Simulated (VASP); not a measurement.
Level of theory: PBEsol GGA, VASP's PBE PAW potentials (set 64) (plane waves; VASP).

VASP ran on this input.

### INCAR
```
! general
SYSTEM  = Pd
PREC    = Accurate
ENCUT   = 400
LREAL   = .FALSE.
LASPH   = .TRUE.   ! aspherical one-centre terms

! electronic loop
EDIFF   = 1E-8
NELM    = 100
ALGO    = Normal   ! blocked Davidson
LMAXMIX = 4

! smearing
ISMEAR  = 1
SIGMA   = 0.1   ! width (eV)

! functional
GGA     = PS   ! PBEsol

! ions
IBRION  = 1
NSW     = 30
ISIF    = 2   ! forces and stress, cell fixed
EDIFFG  = -0.001   ! ionic stop

! output
LWAVE   = .FALSE.
LCHARG  = .FALSE.
```

KPOINTS:
```
Regular mesh
0
Gamma
  15 15 15
0 0 0
```

### POSCAR
```
Pd
1
    0.0000000000     1.9358714148     1.9358714148
    1.9358714148    -0.0000000000     1.9358714148
    1.9358714148     1.9358714148    -0.0000000000
Pd
1
Direct
  0.0000000000   0.0000000000   0.0000000000
```

POTCAR, in this order: Pd (PBE.64 set). Program: vasp_std.

**Question.** What will the output report for the number of irreducible k-points (NKPTS), largest plane-wave count, number of space-group operations, FFT grid (NGX, NGY, NGZ)?

**Answer.** 
```
Property                                      Result
--------------------------------------  ------------
number of irreducible k-points (NKPTS)           120
largest plane-wave count                         275
number of space-group operations                  48
FFT grid (NGX, NGY, NGZ)                18 × 18 × 18
```

The compound is Pd in the fcc structure. It was relaxed first. The start is the result of an earlier pass.
